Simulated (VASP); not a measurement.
VASP input:

File POSCAR:
```
SbAs
1.0
  4.4912540000   0.0000000000   0.0000000000
  0.0000000000   4.4912540000   0.0000000000
  0.0000000000   0.0000000000   5.6593550000
As Sb
2 2
Cart
  2.2456270000   0.0000000000   1.3401352640
  0.0000000000   2.2456270000   4.3192197360
  0.0000000000   0.0000000000   0.0000000000
  2.2456270000   2.2456270000   0.0000000000
```

**KPOINTS**
```
Automatic
0
G
 4 4 3
```

### INCAR
```
# general
SYSTEM  = SbAs
PREC    = Accurate
ENCUT   = 300   # plane-wave cut-off (eV)
LREAL   = .FALSE.
LASPH   = .TRUE.   # aspherical one-centre terms

# electronic loop
EDIFF   = 1E-6   # SCF stop (eV)
NELM    = 100   # most electronic steps
ALGO    = Normal   # blocked Davidson
LMAXMIX = 4

# smearing
ISMEAR  = 0   # Gaussian
SIGMA   = 0.272   # width (eV)

# functional
GGA     = PE

# ions
IBRION  = 2   # conjugate gradients
NSW     = 50
ISIF    = 3
EDIFFG  = -0.01   # ionic stop

# output
LWAVE   = .FALSE.
LCHARG  = .FALSE.
```

POTCAR, in this order: As Sb (PBE.64 set). Program: vasp_std.

Problem. Translate this PBE calculation to Quantum ESPRESSO's pw.x.

Solution. One equivalent input (not run):
```
&CONTROL
  calculation = 'vc-relax'
  pseudo_dir = './pseudo'
  outdir = './out'
  tprnfor = .true.
  tstress = .true.
  nstep = 50
  forc_conv_thr = 0.00039
/
&SYSTEM
  ibrav = 0
  nat = 4
  ntyp = 2
  ecutwfc = 84
  occupations = 'smearing'
  smearing = 'gaussian'
  degauss = 0.01999
  input_dft = 'pbe'
/
&ELECTRONS
  conv_thr = 7.3e-08
  electron_maxstep = 100
/
&IONS
/
&CELL
/
ATOMIC_SPECIES
  As 74.922 As.upf
  Sb 121.760 Sb.upf
CELL_PARAMETERS angstrom
     4.4912540    0.0000000    0.0000000
     0.0000000    4.4912540    0.0000000
     0.0000000    0.0000000    5.6593550
ATOMIC_POSITIONS crystal
  As   0.5000000  0.0000000  0.2368000
  As   0.0000000  0.5000000  0.7632000
  Sb   0.0000000  0.0000000  0.0000000
  Sb   0.5000000  0.5000000  0.0000000
K_POINTS automatic
  4 4 3 0 0 0
```
Limits of the translation: the potentials are each code's own (VASP's PAW set, PseudoDojo norm-conserving files in pw.x), so ENCUT and ecutwfc are chosen apart and not converted; conv_thr bounds pw.x's estimated SCF error, while EDIFF bounds the energy change between steps; forc_conv_thr acts on force components and is met together with etot_conv_thr.

The structure was generated: SbAs was put into an ordered model structure, which need not be its known phase. This run relaxes it. Symmetry was kept, so distortions that lower it aren't found. The k-mesh is coarse (spacing up to 0.53 per Å, 2π included), so the numbers may not be converged in it. The run is one of a series of settings (EDIFFG = -0.01, IBRION = 2, ISIF = 3, NSW = 50 against the base run), some of them coarse on purpose.
